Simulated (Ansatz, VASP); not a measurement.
# Cross-check of LiTaS3 between VASP and Ansatz

Aim: how closely do two programs agree when they are given the same cell, functional and k mesh? The cell is generated by rule, not measured, and may not be a known phase. The cell is taken from a series of runs on this material, whose earlier steps may have relaxed, scaled, displaced or heated it; both programs get it as it stands.

Calculated with Ansatz 0.2.0; plane waves, with VASP 6.6.1 beside it; relaxation of cell and atoms at PBEsol.

The structure was built from a prototype and need not be the compound's stable phase.

## 1. Set-up

It takes space group Cmcm (No. 63, orthorhombic). The conventional cell has a = 6.648 Å, b = 6.898 Å, c = 9.564 Å, α = 90.00°, β = 90.00°, γ = 90.00°. Li has 5 S at 2.40 to 2.98 Å nearest. Nearest to Ta lie 6 S at 2.39 to 2.40 Å. Nearest to S lie 2 Ta at 2.39 Å and 1 Li at 2.40 Å. Nearest to S lie 2 Ta at 2.40 Å and 2 Li at 2.98 Å. Farther neighbours and most contacts between anions are not listed.

## 2. Ansatz: relaxation of cell and atoms, PBEsol

Ansatz runs on its PAW soft_1 files.

The relaxed volume is the usual yardstick between codes: in a stiff, nearly cubic crystal its relative difference is about their pressure difference at one cell divided by the bulk modulus.

The input, input.yaml:

```yaml
crystal:
  lattice:
    - [3.3240444795, -3.4490830857, 0.0]
    - [3.3240444795, 3.4490830857, 0.0]
    - [0.0, 0.0, 9.5636445893]
  atoms:
    - { symbol: Li, position: [0.1585524149, 0.8414475851, 0.75] }
    - { symbol: Li, position: [0.8414475851, 0.1585524149, 0.25] }
    - { symbol: Ta, position: [0.5, 0.5, 0.0] }
    - { symbol: Ta, position: [0.5, 0.5, 0.5] }
    - { symbol: S, position: [0.5069392019, 0.4930607981, 0.75] }
    - { symbol: S, position: [0.4930607981, 0.5069392019, 0.25] }
    - { symbol: S, position: [0.0, 0.5, 0.0] }
    - { symbol: S, position: [0.0, 0.5, 0.5] }
    - { symbol: S, position: [0.5, 0.0, 0.0] }
    - { symbol: S, position: [0.5, 0.0, 0.5] }
kpoints:
  mp_grid: { grid: [8, 8, 4] }
hamiltonian:
  xc: pbesol
  pseudopotentials: { kind: paw, azcp: { folder: soft_1 }, xc_functional: pbe }
scf:
  occupations: { method: methfessel_paxton, width: 0.2 }
output:
  forces: true
  stress: true
  eigenvalues: true
relax:
  adjacent_minimum: "off"
  f_tol: 0.001
  max_steps: 60
  cell: { stress_tol: 0.01 }
```

The run is started by

```sh
$ ansatz run input.yaml --threads 8 --pin off --max-ram 16384MiB --backend cpu --events-out ev --progress --plain --runs-dir out
```

Numbers of over 12 decimals in the logs are rounded to 6 here.

The program printed:

```text
Engine: ansatz 0.2.0, aarch64-unknown-linux-gnu
Pseudopotentials: kind: paw
Pseudopotential: Li, paw, valence charge 3, recommended cutoff 420 eV (normal), soft_1/Li.paw.azcp
Pseudopotential: Ta, paw, valence charge 13, recommended cutoff 420 eV (normal), soft_1/Ta.paw.azcp
Pseudopotential: S, paw, valence charge 6, recommended cutoff 420 eV (normal), soft_1/S.paw.azcp
Functional definition: PBEsol
  exchange = pbesol_x
  correlation = pbesol_c
Crystal: 10 atoms, lattice volume = 219.293 Å³
Basis set: ecut = 420 eV, 4247 PW (Γ), exchange–correlation on 72×72×128 points (8 copies of the dense FFT grid, shifted against one another)
Bands: 44, of which v1, the nominal top of the filled ones, is band 34 counted from 1 (33 counted from 0)
Symmetry: 8 space group operations
Space group: Cmcm (ITA 63), of the structure as read, at distance tolerance 6.0e-5 Å
k-points: 63 of 256
Non-local potential: Li, projectors of the file, l = 0: 3, l = 1: 2, l = 2: 1
Non-local potential: Ta, projectors of the file, l = 0: 3, l = 1: 2, l = 2: 2, l = 3: 1
Non-local potential: S, projectors of the file, l = 0: 2, l = 1: 2, l = 2: 1
PAW form: soft (Blöchl's): semilocal exchange-correlation on the pseudo side does not see the compensation charge
PAW frozen core: Ta, regenerated for the run's functional, and the local potential with it (the file was generated under x = pbe(κ = 0.804, μ = 0.219515), c = pbe(β = 0.066725))
PAW frozen core: S, regenerated for the run's functional, and the local potential with it (the file was generated under x = pbe(κ = 0.804, μ = 0.219515), c = pbe(β = 0.066725))
PAW one-centre angular grid: Li, 110 points (default); XC on 64 Gauss nodes
PAW one-centre angular grid: Ta, 590 points (default); XC on 64 Gauss nodes
PAW one-centre angular grid: S, 110 points (default); XC on 64 Gauss nodes
Initial density: superposition of atomic densities (chi_scale 0.1, normalization cell, long waves kept (reshape's long-wave potential 0.00 eV rms))
Initial wavefunctions: pseudopotential atomic-orbital guess
Functional: x = pbesol(κ = 0.804, μ = 0.123457), c = pbesol(β = 0.046)
SCF iter   1: F=—  HF=-25339.112532 eV  |F-HF|=—  |Δ(HF+E_count)|=         —  Δρ=3.08e-2  dr2=3.62e0  ethr=3.10e-3  ⟨swp⟩=7.9  Hψ=12648  notcnv=0
preconditioner: auto → Kerker (q_TF=auto, 2.245 Å⁻¹)  [metal: Δε(μ)=0.002 eV  Ē_g=7.802 eV  σ=0.200 eV  W_gap=0.01  n_scr=38 (ndim 8)  ℏωp=17.4 eV  f_vac=0.002  D(μ)=5.33/eV (n_scr^D=38)]
SCF iter   2: F=—  HF=-25338.538817 eV  |F-HF|=—  |Δ(HF+E_count)|=   5.74e-1  S|Δr|=    0.00e0  Δρ=1.74e-2  dr2=1.33e0  ethr=3.10e-3  ⟨swp⟩=1.0  Hψ=3284  notcnv=0  defer=4
SCF iter   3: F=—  HF=-25338.238629 eV  |F-HF|=—  |Δ(HF+E_count)|=   3.00e-1  S|Δr|=    0.00e0  Δρ=5.04e-3  dr2=1.39e-1  ethr=1.95e-3  ⟨swp⟩=3.0  Hψ=4598  notcnv=0  defer=4
SCF iter   4: F=—  HF=-25338.234707 eV  |F-HF|=—  |Δ(HF+E_count)|=   3.92e-3  S|Δr|=    0.00e0  Δρ=1.95e-3  dr2=2.49e-2  ethr=2.04e-4  ⟨swp⟩=2.1  Hψ=4683  notcnv=0  defer=121
SCF iter   5: F=—  HF=-25338.241890 eV  |F-HF|=—  |Δ(HF+E_count)|=   7.18e-3  S|Δr|=    0.00e0  Δρ=7.50e-4  dr2=2.68e-3  ethr=3.66e-5  ⟨swp⟩=2.3  Hψ=3920  notcnv=0  defer=121
SCF iter   6: F=—  HF=-25338.246168 eV  |F-HF|=—  |Δ(HF+E_count)|=   4.28e-3  S|Δr|=    0.00e0  Δρ=2.96e-4  dr2=2.96e-4  ethr=3.95e-6  ⟨swp⟩=2.0  Hψ=4070  notcnv=0  defer=121
SCF iter   7: F=—  HF=-25338.246706 eV  |F-HF|=—  |Δ(HF+E_count)|=   5.38e-4  S|Δr|=    0.00e0  Δρ=7.19e-5  dr2=1.37e-5  ethr=4.36e-7  ⟨swp⟩=2.0  Hψ=4084  notcnv=0  defer=121
SCF iter   8: F=—  HF=-25338.247042 eV  |F-HF|=—  |Δ(HF+E_count)|=   3.36e-4  S|Δr|=    0.00e0  Δρ=2.50e-5  dr2=1.57e-6  ethr=2.02e-8  ⟨swp⟩=2.0  Hψ=4664  notcnv=0  defer=121
SCF iter   9: F=-25338.247048 eV  HF=-25338.247048 eV  |F-HF|=1.27e-7  |Δ(HF+E_count)|=   5.57e-6  S|Δr|=    0.00e0  Δρ=4.98e-6  dr2=6.90e-8  ethr=1.47e-10  ⟨swp⟩=12.2  Hψ=15722  notcnv=0
SCF 1 converged in 9 iterations: F = -25338.247048 eV  dr2 = 6.90e-8
  greatest PAW one-centre occupation: 0.999 electrons in one spin orbital (limit 2), on the Li atom at site 1 (counted from 0), in its partial waves of l = 0
relax step   1: F+E_penalty+E_count = -25338.24704790 eV  Δ(F+E_penalty+E_count) = +0.000e0 eV  max|allowed force component| = 7.860e-4 eV/Å  Δτ_max = 0.0000 Å  P = -0.004 GPa  Ω = 219.293 Å³  (9 SCF iters, dr2 threshold 1.00e-7 eV, accepted)
[...]
relax step   2: F+E_penalty+E_count = -25338.24706094 eV  Δ(F+E_penalty+E_count) = -1.304e-5 eV  max|allowed force component| = 7.358e-4 eV/Å  Δτ_max = 0.0007 Å  P = +0.002 GPa  Ω = 219.275 Å³  energy of the carried Pulay correction = +2.437e-6 eV  (4 SCF iters, dr2 threshold 1.26e-9 eV, accepted)
[...]
relax step   3: F+E_penalty+E_count = -25338.24705946 eV  Δ(F+E_penalty+E_count) = +1.483e-6 eV  max|allowed force component| = 7.343e-4 eV/Å  Δτ_max = 0.0000 Å  P = +0.002 GPa  Ω = 219.275 Å³  stress off target by 5.55e-3 GPa  SCF on the basis re-selected at this cell (its energy is not comparable with the rows above)  (6 SCF iters)
basis re-selected at this cell: Δ(F+E_penalty+E_count) = +1.483e-6 eV, ΔP = -0.000 GPa vs the last step (what re-selecting the basis moved, of the pressure what is left beyond the Pulay correction that the steps carried, after the strain that the cell walked since its last selection, with what the two solves' SCF thresholds leave and, on support functions, any second-order correction that the steps lacked; it is no m [...]
SCF converged after 6 iterations
Stability not checked: this state was not tested for a lower state beside it, because cold or Methfessel-Paxton smearing, or corrected tetrahedra, fill the levels in a way that the test cannot read (fill_not_monotonic; see scf.lower_state_search)
Free energy (F): -25338.247059 eV
Harris-Foulkes:  -25338.247059 eV  (|F-HF|=1.09e-11)
Internal energy: -25338.249943 eV  (E = F + TS)
E sigma→0 (E₀):  -25338.247780 eV
Entropy (-TS):   0.002884 eV (0.288 meV/atom)
Fermi energy:    5.826047 eV
--- Per-component energies (eV) ---
  E_band       = -748.720683
  E_kinetic    = 1448.272031
  E_local      = -3972.776181  (includes V_loc(G=0)·N_el)
  E_nonlocal   = 151.464237
  E_hartree    = 1454.224549
  E_xc         = -1181.700973
  E_vxc        = -983.053129  (∫ρ·V_xc dr)
  E_paw        = -19961.430524  (= ΣΔE_a)
  E_vpaw       = -301.077472  (= ΣTr[D̂ρ^β])
  E_aug_tail   = 0.000713  (compensation charges beyond the density's cutoff)
  E_ewald      = -3277.102917
  E_core_change = 0.799122  (= ΣΔE_core)
  E_smearing   = 0.002884  (= −TS)
  E_closure    = 0.000000  (closes the sum)
  Σ components = -25338.247059   (vs F -25338.247059, Δ=0.00e0)
--- Forces (eV/Å), atoms counted from 1 ---
  atom   1  Li     0.00000000     0.00000531     0.00000000
  atom   2  Li     0.00000000    -0.00000531     0.00000000
  atom   3  Ta     0.00000000     0.00000000     0.00000000
  atom   4  Ta    -0.00000000     0.00000000     0.00000000
  atom   5  S      0.00000000    -0.00073426     0.00000000
  atom   6  S      0.00000000     0.00073426     0.00000000
  atom   7  S      0.00000000    -0.00000000     0.00000000
  atom   8  S      0.00000000     0.00000000     0.00000000
  atom   9  S      0.00000000     0.00000000    -0.00000000
  atom  10  S     -0.00000000    -0.00000000     0.00000000
  max |Σ_I F_I| component: 1.27e-29 eV/Å
--- Stress (GPa, compression-positive) ---
        0.005551      -0.000000       0.000000
       -0.000000       0.003405       0.000000
        0.000000       0.000000      -0.002247
  P = ⅓ Tr σ = 0.0022 GPa (0.022 kbar)
--- Band table (eV; the first three rows and the last of 63) ---
  k-point 0: bands = [... 30 lower, 4.9800, 5.0133, 5.1185, 5.1621, 5.1839, 5.2111, 5.2500, 5.2886, ... 6 higher]
  k-point 1: bands = [... 30 lower, 4.8197, 4.8300, 5.1679, 5.1711, 5.2031, 5.2101, 5.8157, 6.0101, ... 6 higher]
  k-point 2: bands = [... 30 lower, 4.8125, 4.8125, 5.1846, 5.1846, 5.1919, 5.1919, 6.8054, 6.8054, ... 6 higher]
  k-point 62: bands = [... 30 lower, 5.0825, 5.0825, 5.9831, 5.9831, 8.1608, 8.1608, 8.2225, 8.2225, ... 6 higher]
--- Relaxed structure (2 steps of the walk, 2 accepted, 1 SCFs on fresh bases) ---
  F+E_penalty+E_count = -25338.24705946 eV   max|allowed force component| = 7.343e-4 eV/Å   (the final SCF, on the basis selected at the relaxed cell)
  cell:  # Å, volume = 219.2748 Å³
    - [3.322773, -3.450480, 0]
    - [3.322773, 3.450480, 0]
    - [2.5802252512508236e-19, 0, 9.562654]
  atoms:
    - { symbol: Li, position: [0.158575, 0.841425, 0.75] }
    - { symbol: Li, position: [0.841425, 0.158575, 0.25] }
    - { symbol: Ta, position: [0.5, 0.5, 0.0] }
    - { symbol: Ta, position: [0.5, 0.5, 0.5] }
    - { symbol: S, position: [0.506843, 0.493157, 0.75] }
    - { symbol: S, position: [0.493157, 0.506843, 0.25] }
    - { symbol: S, position: [0, 0.5, 0] }
    - { symbol: S, position: [0, 0.5, 0.5] }
    - { symbol: S, position: [0.5, 0, 0.0] }
    - { symbol: S, position: [0.5, 0, 0.5] }
```

(Continued in part 2 of 2.)

[Lines on the potential files, build, host, timing and source positions are cut from VASP's logs without a mark.]

[Logs are printed without paths, hosts, clocks, repeated set-up lines and the standing remarks that a program may print on its own settings, such as how far it seeks lower states.]

[Hosts, paths, dates, database ids (printed as entryN), source tags and the programs' standing remarks are cut or masked in the printed files.]
